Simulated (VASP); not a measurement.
Method: optB88-vdW, VASP's PBE PAW potentials (set 64) (plane waves; VASP 6.6.1).

VASP ran on this input.

**INCAR**
```
! general
SYSTEM  =WC
PREC    =Accurate
ENCUT   =520   ! plane-wave cut-off (eV)
LREAL   =F
LASPH   =T   ! aspherical one-centre terms

! electronic loop
EDIFF   =1E-7
NELM    =100
ALGO    =Normal   ! blocked Davidson
LMAXMIX =6

! smearing
ISMEAR  =1   ! Methfessel-Paxton
SIGMA   =0.1   ! width (eV)

! functional
GGA     =BO
LUSE_VDW=T
AGGAC   =0.0
PARAM1  =0.1833333333
PARAM2  =0.22

! ions
IBRION  =2   ! conjugate gradients
NSW     =30
ISIF    =4   ! ions and shape, fixed volume
EDIFFG  =-0.01   ! ionic stop

! output
LWAVE   =F
LCHARG  =F
```

**POSCAR**
```
WC
1.0
  1.4347364556  -2.4850365116   0.0000000000
  1.4347364556   2.4850365116   0.0000000000
  0.0000000000   0.0000000000   2.7950633458
W C
1 1
Cart
  0.0000000000   0.0000000000   0.0000000000
  1.4347364556   0.8283471606   1.3975316729
```

### KPOINTS
```
Automatic mesh
0
Gamma
14 14 13
0 0 0
```

POTCAR, in this order: W_sv C (PBE.64 set). Program: vasp_std.

What VASP printed:

OUTCAR:
```
 ion  position               nearest neighbor table
   1  0.000  0.000  0.000-   2 2.17   2 2.17   2 2.17   2 2.17   2 2.17   2 2.17
   2  0.333  0.667  0.500-   1 2.17   1 2.17   1 2.17   1 2.17   1 2.17   1 2.17
  LATTYP: Found a hexagonal cell.
 ALAT       =     2.8694729762
 C/A-ratio  =     0.9740685377
 Subroutine PRICEL returns:
 Original cell was already a primitive cell.
 Subroutine GETGRP returns: Found 12 space group operations
The static configuration has the point symmetry D_3h.
The dynamic configuration has the point symmetry D_3h.
 Subroutine INISYM returns: Found 12 space group operations
 Subroutine IBZKPT returns following result:
 Found    168 irreducible k-points:

 Following reciprocal coordinates:
            Coordinates               Weight
  0.000000  0.000000  0.000000      1.000000
  0.071429 -0.000000  0.000000      6.000000
  0.142857 -0.000000  0.000000      6.000000
  0.214286 -0.000000  0.000000      6.000000
  0.285714 -0.000000  0.000000      6.000000
  0.357143 -0.000000  0.000000      6.000000
  0.428571 -0.000000  0.000000      6.000000
  0.500000 -0.000000  0.000000      3.000000
  0.071429  0.071429  0.000000      6.000000
  0.142857  0.071429  0.000000     12.000000
  0.214286  0.071429  0.000000     12.000000
  0.285714  0.071429  0.000000     12.000000
  0.357143  0.071429  0.000000     12.000000
  0.428571  0.071429  0.000000     12.000000
  0.142857  0.142857  0.000000      6.000000
  0.214286  0.142857  0.000000     12.000000
  0.285714  0.142857  0.000000     12.000000
  0.357143  0.142857  0.000000     12.000000
  0.428571  0.142857  0.000000      6.000000
  0.214286  0.214286  0.000000      6.000000
  0.285714  0.214286  0.000000     12.000000
  0.357143  0.214286  0.000000     12.000000
  0.285714  0.285714  0.000000      6.000000
...
```

### OSZICAR
```
       N       E                     dE             d eps       ncg     rms          rms(c)
DAV:   1     0.115814967868E+03    0.11581E+03   -0.98331E+03  4368   0.156E+03
DAV:   2    -0.172196144378E+02   -0.13303E+03   -0.12962E+03  5073   0.383E+02
DAV:   3    -0.211161609420E+02   -0.38965E+01   -0.38689E+01  5259   0.612E+01
DAV:   4    -0.211509651327E+02   -0.34804E-01   -0.34789E-01  4818   0.619E+00
DAV:   5    -0.211512293427E+02   -0.26421E-03   -0.26421E-03  5113   0.561E-01    0.343E+01
DAV:   6    -0.179975889756E+02    0.31536E+01   -0.99940E+00  4868   0.324E+01    0.914E+00
DAV:   7    -0.179456295115E+02    0.51959E-01   -0.42400E-01  4493   0.617E+00    0.677E+00
DAV:   8    -0.179268192879E+02    0.18810E-01   -0.54126E-02  4818   0.228E+00    0.112E+00
DAV:   9    -0.179254968424E+02    0.13224E-02   -0.36830E-03  4708   0.450E-01    0.133E-01
DAV:  10    -0.179255844727E+02   -0.87630E-04   -0.25735E-04  5008   0.207E-01    0.888E-02
DAV:  11    -0.179255818490E+02    0.26237E-05   -0.22948E-05  4783   0.422E-02    0.125E-02
DAV:  12    -0.179255807332E+02    0.11158E-05   -0.56549E-06  4813   0.254E-02    0.515E-03
DAV:  13    -0.179255807449E+02   -0.11724E-07   -0.12920E-07  3109   0.404E-03
   1 F= -.17925581E+02 E0= -.17925548E+02  d E =-.179256E+02
       N       E                     dE             d eps       ncg     rms          rms(c)
DAV:   1    -0.179458595557E+02   -0.20279E-01   -0.76186E-01  4383   0.106E+01    0.738E-01
DAV:   2    -0.179300940066E+02    0.15766E-01   -0.34298E-02  4618   0.186E+00    0.395E-01
DAV:   3    -0.179245184219E+02    0.55756E-02   -0.10001E-02  4698   0.944E-01    0.146E-01
DAV:   4    -0.179243737641E+02    0.14466E-03   -0.69101E-04  4848   0.253E-01    0.681E-02
DAV:   5    -0.179243646117E+02    0.91524E-05   -0.58515E-05  4563   0.775E-02    0.130E-02
DAV:   6    -0.179243624790E+02    0.21327E-05   -0.87822E-06  4833   0.298E-02    0.424E-03
DAV:   7    -0.179243622947E+02    0.18428E-06   -0.41319E-07  4653   0.685E-03    0.758E-04
DAV:   8    -0.179243622963E+02   -0.15189E-08   -0.18972E-08  2299   0.135E-03
   2 F= -.17924362E+02 E0= -.17924336E+02  d E =0.121845E-02
       N       E                     dE             d eps       ncg     rms          rms(c)
DAV:   1    -0.179341548849E+02   -0.97926E-02   -0.25736E-01  4383   0.615E+00    0.431E-01
DAV:   2    -0.179287793793E+02    0.53755E-02   -0.11491E-02  4628   0.108E+00    0.229E-01
DAV:   3    -0.179269440642E+02    0.18353E-02   -0.33578E-03  4688   0.549E-01    0.863E-02
DAV:   4    -0.179268996454E+02    0.44419E-04   -0.21764E-04  4828   0.143E-01    0.399E-02
DAV:   5    -0.179268956638E+02    0.39815E-05   -0.18925E-05  4558   0.447E-02    0.771E-03
DAV:   6    -0.179268951149E+02    0.54890E-06   -0.25311E-06  4833   0.164E-02    0.251E-03
DAV:   7    -0.179268951122E+02    0.27076E-08   -0.98005E-08  2651   0.352E-03
   3 F= -.17926895E+02 E0= -.17926849E+02  d E =-.131437E-02
```

**OUTCAR**
```
------------------------ aborting loop because EDIFF is reached ----------------------------------------
  FORCE on cell =-STRESS in cart. coord.  units (eV):
  Direction    XX          YY          ZZ          XY          YZ          ZX
  --------------------------------------------------------------------------------------
  Total        3.3456213      3.3456215      3.3486778      0.0000000      0.0000000      0.0000000
  in kB      268.9433467    268.9433640    269.1890514      0.0000000      0.0000000      0.0000000
  external PRESSURE =     269.0252540 kB  Pullay stress =       0.0000000 kB
  volume of cell :       19.93
      direct lattice vectors                 reciprocal lattice vectors
     1.431726693 -2.479823454  0.000000000     0.349228664 -0.201627257  0.000000000
     1.431726693  2.479823454  0.000000000     0.349228664  0.201627257  0.000000000
    -0.000000000  0.000000000  2.806827205    -0.000000000  0.000000000  0.356274158
 POSITION                                       TOTAL-FORCE (eV/Angst)
 -----------------------------------------------------------------------------------
      0.00000     -0.00000      0.00000         0.000000     -0.000000      0.000000
      1.43173      0.82661      1.40341        -0.000000      0.000000      0.000000
 -----------------------------------------------------------------------------------
    total drift:                                0.000000     -0.000388      0.000000
  FREE ENERGIE OF THE ION-ELECTRON SYSTEM (eV)
  ---------------------------------------------------
  free  energy   TOTEN  =       -17.9268951122 eV

  energy  without entropy=      -17.9267553505  energy(sigma->0) =      -17.92684852

 reached required accuracy - stopping structural energy minimisation
```
(Selected blocks of OUTCAR.)

### CONTCAR
```
WC
   1.00000000000000
     1.4317266929251571   -2.4798234543666440    0.0000000000000000
     1.4317266929251571    2.4798234543666440    0.0000000000000000
    -0.0000000000000000    0.0000000000000000    2.8068272052071714
  W               C
     1     1
Direct
     0.0000000000000000    0.0000000000000000    0.0000000000000000
     0.3333330000000032    0.6666669999999968    0.5000000000000000
```

The compound is WC in the wc structure. This cell is one point of a volume scan, at 0.94 of the reference volume. Symmetry was kept, so distortions that lower it aren't found.
